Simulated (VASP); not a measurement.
Crystal: In8Sb3As5.

```
In Sb As
1.0
    -6.15172    0.00000    6.15172
    -6.15172   -6.15172    0.00000
     0.00000   -6.15172    6.15172
In Sb As
8 3 5
Direct
  0.00000 0.50000 0.00000
  0.00000 0.00000 0.00000
  0.00000 0.50000 0.50000
  0.00000 0.00000 0.50000
  0.50000 0.50000 0.00000
  0.50000 0.00000 0.00000
  0.50000 0.50000 0.50000
  0.50000 0.00000 0.50000
  0.12500 0.12500 0.12500
  0.12500 0.62500 0.12500
  0.12500 0.12500 0.62500
  0.12500 0.62500 0.62500
  0.62500 0.12500 0.12500
  0.62500 0.62500 0.12500
  0.62500 0.12500 0.62500
  0.62500 0.62500 0.62500
```

The cell was built by a generator and needn't be a form met in nature.

```yaml
Program: VASP 6.6.1
Task: relaxation of cell and atoms
Functional: PBEsol
Potentials_or_basis: VASP PAW PBE potentials, release 64 (In_d, Sb, As)
Cutoff: 600 eV
k_mesh: 6 × 6 × 5
Occupations: gaussian, width 0.03 eV
Spin: no spin polarisation
```

At the start: pressure 3.3 GPa; volume 29.10 Å³/atom.

Problem. Where does the relaxation end?

Solution. Over 10 steps the energy falls by 40.7 meV/atom and the volume is 30.60 Å³/atom (+5.1 %); space group R3m (No. 160, to 0.05 Å).

Step by step:
```csv
step,energy change (eV),largest force (eV/Å),pressure (GPa),volume (Å³)
1,0.0000,1.2972,3.26,465.61
2,-0.4969,0.4479,-1.48,506.70
3,-0.5168,0.5746,-0.80,499.35
4,-0.6207,0.2564,-0.30,493.31
5,-0.6438,0.1877,0.12,488.85
6,-0.6490,0.0734,-0.03,490.06
7,-0.6492,0.0689,-0.07,490.39
8,-0.6506,0.0191,-0.01,489.68
9,-0.6506,0.0137,0.00,489.61
10,-0.6506,0.0076,0.01,489.56
```

Final structure:
```
CELL_PARAMETERS angstrom
-6.25693 0.00293 6.25693
-6.25400 -6.25400 0.00000
0.00000 -6.25400 6.25400
ATOMIC_POSITIONS crystal
In 0.99021 0.50931 0.99117
In 0.98588 0.00471 0.00471
In 0.99021 0.50931 0.50931
In 0.99021 0.99117 0.50931
In 0.51366 0.49624 0.99505
In 0.51366 0.99505 0.99505
In 0.50116 0.49961 0.49961
In 0.51366 0.99505 0.49624
Sb 0.12638 0.12507 0.12507
Sb 0.12638 0.62348 0.12507
Sb 0.12638 0.12507 0.62348
As 0.12599 0.62467 0.62467
As 0.62314 0.12562 0.12562
As 0.62436 0.62514 0.12537
As 0.62436 0.12537 0.62514
As 0.62436 0.62514 0.62514
```

Caveat: the PAW data sets were made with another functional, which shifts forces and pressure a little.
